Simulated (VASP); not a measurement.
Input:

```
CELL_PARAMETERS angstrom
      0.00000     2.75805     2.75805
      2.75805     0.00000     2.75805
      2.75805     2.75805     0.00000
ATOMIC_POSITIONS crystal
  Zn 0.00000 0.00000 0.00000
  S  0.25000 0.25000 0.25000
```

All values below come from rev-vdW-DF2, VASP's PBE PAW potentials (set 64) (plane waves; VASP). Settings: 520 eV cut-off, 8×8×8 Γ-centred mesh, Gaussian smearing of 0.050 eV, potentials Zn S.

Problem. Give the stress tensor in GPa (positive for a compressed cell).

Solution. 
```
-3.69   0.00   0.00
 0.00  -3.69   0.00
 0.00   0.00  -3.69
```
The pressure is its mean diagonal, -3.69 GPa.

The compound is ZnS in the zinc blende structure. This cell is one point of a volume scan, at 1.06 of the reference volume.
